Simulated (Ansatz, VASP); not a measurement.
# AlV2C in two plane-wave programs, part 2 of 2

Aim: how closely do two programs agree when they are given the same cell, functional and k mesh? The cell is taken from a series of runs on this material, whose earlier steps may have relaxed, scaled, displaced or heated it; both programs get it as it stands.

VASP 6.6.1 and Ansatz 0.2.0.

So far: The starting structure; VASP: relaxation of cell and atoms, r2SCAN.

## (3) Ansatz: relaxation of cell and atoms, r2SCAN

Level of this step: Ansatz beside VASP: Kohn-Sham DFT, plane waves, r2SCAN (Ansatz).

Ansatz runs on its default PAW (the set named soft_2) files.

The same cell, functional, mesh and smearing now go to Ansatz, which takes its cutoff from its data sets.

Contents of input.yaml:

```yaml
crystal:
  lattice:
    - [2.8875990726, 0.0, 0.0]
    - [-1.4437995363, 2.5007341528, 0.0]
    - [0.0, 0.0, 13.10482311]
  atoms:
    - { symbol: Al, position: [0.33333333, 0.66666667, 0.25] }
    - { symbol: Al, position: [0.66666667, 0.33333333, 0.75] }
    - { symbol: V, position: [0.33333333, 0.66666667, 0.58638422] }
    - { symbol: V, position: [0.66666667, 0.33333333, 0.41361578] }
    - { symbol: V, position: [0.66666667, 0.33333333, 0.08638422] }
    - { symbol: V, position: [0.33333333, 0.66666667, 0.91361578] }
    - { symbol: C, position: [0.0, 0.0, 0.0] }
    - { symbol: C, position: [0.0, 0.0, 0.5] }
kpoints:
  mp_grid: { grid: [18, 18, 4] }
hamiltonian:
  xc: r2scan
scf:
  occupations: { method: methfessel_paxton, width: 0.25 }
output:
  forces: true
  stress: true
  eigenvalues: true
relax:
  adjacent_minimum: "off"
  f_tol: 0.005
  max_steps: 60
  cell: { stress_tol: 0.03 }
```

Command:

```sh
> ansatz run input.yaml --threads 4 --pin off --max-ram 16384MiB --backend cpu --events-out ev --progress --plain --runs-dir out
```

Numbers of over 12 decimals in the logs are rounded to 6 here.

Output:

```text
Engine: ansatz 0.2.0, x86_64-unknown-linux-gnu
Pseudopotentials: kind: paw
Pseudopotential: Al, paw, valence charge 3, recommended cutoff 500 eV (meta_gga), Al.paw.azcp
Pseudopotential: V, paw, valence charge 13, recommended cutoff 500 eV (meta_gga), V.paw.azcp
Pseudopotential: C, paw, valence charge 4, recommended cutoff 500 eV (meta_gga), C.paw.azcp
Functional definition: r2SCAN
  parameter k0 = 0.174
  parameter k1 = 0.065
  parameter a1 = 4.9479
  exchange = r2scan_x(k0 = k0, k1 = k1, a1 = a1)
  correlation = r2scan_c
Crystal: 8 atoms, lattice volume = 94.631 Å³
Basis set: ecut = 500 eV, 2387 PW (Γ), exchange–correlation on 96×96×384 points (64 copies of the dense FFT grid, shifted against one another)
Bands: 41, of which v1, the nominal top of the filled ones, is band 33 counted from 1 (32 counted from 0)
Symmetry: 24 space group operations
Space group: P63/mmc (ITA 194), of the structure as read, at distance tolerance 4.6e-5 Å
k-points: 111 of 1296
Non-local potential: Al, projectors of the file, l = 0: 2, l = 1: 2, l = 2: 1
Non-local potential: V, projectors of the file, l = 0: 3, l = 1: 2, l = 2: 3, l = 3: 1
Non-local potential: C, projectors of the file, l = 0: 2, l = 1: 2, l = 2: 1
PAW form: soft (Blöchl's): semilocal exchange-correlation on the pseudo side does not see the compensation charge
PAW frozen core: Al, regenerated for the run's functional (the file was generated under x = pbe(κ = 0.804, μ = 0.219515), c = pbe(β = 0.066725))
PAW frozen core: V, regenerated for the run's functional (the file was generated under x = pbe(κ = 0.804, μ = 0.219515), c = pbe(β = 0.066725))
PAW frozen core: C, regenerated for the run's functional (the file was generated under x = pbe(κ = 0.804, μ = 0.219515), c = pbe(β = 0.066725))
PAW one-centre angular grid: Al, 302 points (default); XC on 160 Gauss nodes
PAW one-centre angular grid: V, 590 points (default); XC on 160 Gauss nodes
PAW one-centre angular grid: C, 302 points (default); XC on 239 of its mesh's 2573 points in the sphere
Initial density: superposition of atomic densities (neutral atoms: chi_scale 0, normalization atom), corrected by the library's trained network
Initial wavefunctions: pseudopotential atomic-orbital guess
Functional: x = r2scan, c = r2scan; τ floored in thin density (d = 2e-4 eV/Å³)
SCF iter   1: F=—  HF=-13257.008343 eV  |F-HF|=—  |Δ(HF+E_count)|=         —  Δρ=2.09e-2  dr2=4.59e-1  dr2_τ=4.02e-1  ethr=1.77e-3  ⟨swp⟩=5.7  Hψ=16328  notcnv=0
preconditioner: auto → Kerker (q_TF=auto, 2.569 Å⁻¹)  [metal: Δε(μ)=0.016 eV  Ē_g=5.973 eV  σ=0.250 eV  W_gap=0.05  n_scr=28 (ndim 8)  ℏωp=22.3 eV  f_vac=0.000  D(μ)=3.97/eV (n_scr^D=40)]
SCF iter   2: F=—  HF=-13257.134007 eV  |F-HF|=—  |Δ(HF+E_count)|=   1.26e-1  S|Δr|=    0.00e0  Δρ=6.04e-3  dr2=2.29e-2  dr2_τ=6.42e-3  ethr=6.96e-4  ⟨swp⟩=3.0  Hψ=9909  notcnv=0  defer=53
SCF iter   3: F=—  HF=-13257.135295 eV  |F-HF|=—  |Δ(HF+E_count)|=   1.29e-3  S|Δr|=    0.00e0  Δρ=3.17e-3  dr2=8.51e-3  dr2_τ=4.52e-4  ethr=3.48e-5  ⟨swp⟩=2.0  Hψ=6110  notcnv=0  defer=53
SCF iter   4: F=—  HF=-13257.138449 eV  |F-HF|=—  |Δ(HF+E_count)|=   3.15e-3  S|Δr|=    0.00e0  Δρ=5.78e-4  dr2=5.40e-4  dr2_τ=3.11e-5  ethr=1.29e-5  ⟨swp⟩=2.2  Hψ=6284  notcnv=0  defer=53
SCF iter   5: F=—  HF=-13257.138409 eV  |F-HF|=—  |Δ(HF+E_count)|=   4.00e-5  S|Δr|=    0.00e0  Δρ=2.45e-4  dr2=8.71e-5  dr2_τ=5.65e-6  ethr=8.19e-7  ⟨swp⟩=2.0  Hψ=6150  notcnv=0  defer=53
SCF iter   6: F=—  HF=-13257.138410 eV  |F-HF|=—  |Δ(HF+E_count)|=   1.02e-6  S|Δr|=    0.00e0  Δρ=1.05e-4  dr2=1.45e-5  dr2_τ=4.64e-7  ethr=1.32e-7  ⟨swp⟩=2.1  Hψ=6405  notcnv=0  defer=51
SCF iter   7: F=—  HF=-13257.138409 eV  |F-HF|=—  |Δ(HF+E_count)|=   1.19e-6  S|Δr|=    0.00e0  Δρ=3.37e-5  dr2=1.21e-6  dr2_τ=4.85e-8  ethr=2.20e-8  ⟨swp⟩=2.0  Hψ=6147  notcnv=0  defer=51
SCF iter   8: F=-13257.138409 eV  HF=-13257.138409 eV  |F-HF|=4.09e-9  |Δ(HF+E_count)|=   6.39e-8  S|Δr|=    0.00e0  Δρ=4.30e-6  dr2=1.40e-8  dr2_τ=5.70e-10  ethr=1.52e-10  ⟨swp⟩=5.8  Hψ=17327  notcnv=0
SCF 1 converged in 8 iterations: F = -13257.138409 eV  dr2 = 1.40e-8
  greatest PAW one-centre occupation: 1.000 electrons in one spin orbital (limit 2), on the V atom at site 3 (counted from 0), in its partial waves of l = 1
relax step   1: F+E_penalty+E_count = -13257.13840868 eV  Δ(F+E_penalty+E_count) = +0.000e0 eV  max|allowed force component| = 2.299e-1 eV/Å  Δτ_max = 0.0000 Å  P = -0.871 GPa  Ω = 94.631 Å³  (8 SCF iters, dr2 threshold 1.00e-7 eV, accepted)
[...]
relax step   3: F+E_penalty+E_count = -13257.14302643 eV  Δ(F+E_penalty+E_count) = -4.794e-4 eV  max|allowed force component| = 2.074e-3 eV/Å  Δτ_max = 0.0010 Å  P = +0.052 GPa  Ω = 94.497 Å³  energy of the carried Pulay correction = +4.763e-5 eV  (6 SCF iters, dr2 threshold 8.00e-7 eV, accepted)
[...]
relax step   4: F+E_penalty+E_count = -13257.14302165 eV  Δ(F+E_penalty+E_count) = +4.780e-6 eV  max|allowed force component| = 1.939e-4 eV/Å  Δτ_max = 0.0000 Å  P = -0.001 GPa  Ω = 94.521 Å³  energy of the carried Pulay correction = +3.906e-5 eV  (4 SCF iters, dr2 threshold 8.81e-9 eV, accepted)
[...]
relax step   5: F+E_penalty+E_count = -13257.14297968 eV  Δ(F+E_penalty+E_count) = +4.196e-5 eV  max|allowed force component| = 1.680e-4 eV/Å  Δτ_max = 0.0000 Å  P = -0.001 GPa  Ω = 94.521 Å³  stress off target by 1.66e-3 GPa  SCF on the basis re-selected at this cell (its energy is not comparable with the rows above)  (5 SCF iters)
basis re-selected at this cell: Δ(F+E_penalty+E_count) = +4.196e-5 eV, ΔP = -0.000 GPa vs the last step (what re-selecting the basis moved, of the pressure what is left beyond the Pulay correction that the steps carried, after the strain that the cell walked since its last selection, with what the two solves' SCF thresholds leave and, on support functions, any second-order correction that the steps lacked; it is no m [...]
SCF converged after 5 iterations
Stability not checked: this state was not tested for a lower state beside it, because cold or Methfessel-Paxton smearing, or corrected tetrahedra, fill the levels in a way that the test cannot read (fill_not_monotonic; see scf.lower_state_search)
Free energy (F): -13257.142980 eV
Harris-Foulkes:  -13257.142980 eV  (|F-HF|=1.82e-12)
Internal energy: -13257.143695 eV  (E = F + TS)
E sigma→0 (E₀):  -13257.143159 eV
Entropy (-TS):   0.000716 eV (0.089 meV/atom)
Fermi energy:    14.004710 eV
--- Per-component energies (eV) ---
  E_band       = -720.703205
  E_kinetic    = 1578.490425
  E_local      = -6522.499773  (includes V_loc(G=0)·N_el)
  E_nonlocal   = -116.049763
  E_hartree    = 3026.856044
  E_xc         = -680.179642
  E_vxc        = -937.796572  (∫ρ·V_xc dr)
  E_paw        = -5630.871348  (= ΣΔE_a)
  E_vpaw       = -835.262846  (= ΣTr[D̂ρ^β])
  E_aug_tail   = 0.000731  (compensation charges beyond the density's cutoff)
  E_vtau       = 58.702405  (kinetic-family band-sum trace: ∫τ·v_τ [+ j·A + Jᵃ·Aᵃ] dr)
  E_ewald      = -4911.657482
  E_core_change = -1.232887  (= ΣΔE_core)
  E_smearing   = 0.000716  (= −TS)
  E_closure    = 0.000000  (closes the sum)
  Σ components = -13257.142980   (vs F -13257.142980, Δ=0.00e0)
--- Forces (eV/Å), atoms counted from 1 ---
  atom   1  Al    -0.00000000     0.00000000     0.00000000
  atom   2  Al    -0.00000000    -0.00000000     0.00000000
  atom   3  V      0.00000000     0.00000000     0.00016796
  atom   4  V      0.00000000    -0.00000000    -0.00016796
  atom   5  V      0.00000000    -0.00000000     0.00016796
  atom   6  V      0.00000000     0.00000000    -0.00016796
  atom   7  C      0.00000000     0.00000000     0.00000000
  atom   8  C      0.00000000     0.00000000     0.00000000
  max |Σ_I F_I| component: 5.09e-17 eV/Å
--- Stress (GPa, compression-positive) ---
       -0.001154       0.000000       0.000000
        0.000000      -0.001154       0.000000
        0.000000       0.000000      -0.001662
  P = ⅓ Tr σ = -0.0013 GPa (-0.013 kbar)
--- Band table (eV; the first three rows and the last of 111) ---
  k-point 0: bands = [... 29 lower, 13.3412, 13.7689, 13.7689, 13.7840, 13.7840, 14.5646, 14.5646, 14.6026, ... 4 higher]
  k-point 1: bands = [... 29 lower, 13.3023, 13.7711, 13.7711, 13.7817, 13.7817, 14.5699, 14.5699, 14.5967, ... 4 higher]
  k-point 2: bands = [... 29 lower, 13.1937, 13.7764, 13.7764, 13.7764, 13.7764, 14.5831, 14.5831, 14.5831, ... 4 higher]
  k-point 110: bands = [... 29 lower, 11.8494, 12.2276, 12.2276, 13.1806, 13.1806, 15.0823, 15.0823, 15.5391, ... 4 higher]
--- Relaxed structure (4 steps of the walk, 4 accepted, 1 SCFs on fresh bases) ---
  F+E_penalty+E_count = -13257.14297968 eV   max|allowed force component| = 1.680e-4 eV/Å   (the final SCF, on the basis selected at the relaxed cell)
  cell:  # Å, volume = 94.5211 Å³
    - [2.884614, 0, 0.0]
    - [-1.442307, 2.498149, 0.0]
    - [0.0, 0.0, 13.116644]
  atoms:
    - { symbol: Al, position: [0.333333, 0.666667, 0.25] }
    - { symbol: Al, position: [0.666667, 0.333333, 0.750000] }
    - { symbol: V, position: [0.333333, 0.666667, 0.585698] }
    - { symbol: V, position: [0.666667, 0.333333, 0.414302] }
    - { symbol: V, position: [0.666667, 0.333333, 0.085698] }
    - { symbol: V, position: [0.333333, 0.666667, 0.914302] }
    - { symbol: C, position: [0, 0, 0] }
    - { symbol: C, position: [0, 0, 0.5] }
```

The column dr2 measures how far the density is from self-consistency, as an energy; F and HF (Harris–Foulkes) agree once it is small.

## (4) Comparison

Known differences besides the potentials themselves: VASP keeps PBE cores, Ansatz makes them for the functional; the cutoff is 500 eV in Ansatz and 660 eV in VASP; Ansatz adds a Pulay correction to the stress that steers its cell, VASP none. Total energies have different zeros and are not compared.

The two programs side by side:

```csv
quantity,Ansatz,VASP,difference
volume (Å³),94.52,94.56,-0.04 %
"edge a after relaxation, in the typed setting (Å)",2.885,2.885,-0.03 %
"edge c after relaxation, in the typed setting (Å)",13.117,13.114,+0.02 %
```

## (5) Outcome

| Quantity | Value |
| --- | --- |
| difference in volume (relaxation of cell and atoms, r2SCAN) | -0.040 % |

The difference in volume is -0.040 % (relaxation of cell and atoms, r2SCAN), within the 1.2 % picked in this series as the mark of a large difference, as far as the stopping tolerances let one tell. How closely two codes agree says nothing of how well the functional describes the real material.

[Lines on the potential files, build, host, timing and source positions are cut from VASP's logs without a mark.]

[Logs are printed without paths, hosts, clocks, repeated set-up lines and the standing remarks that a program may print on its own settings, such as how far it seeks lower states.]

[Hosts, paths, dates, database ids (printed as entryN), source tags and the programs' standing remarks are cut or masked in the printed files.]
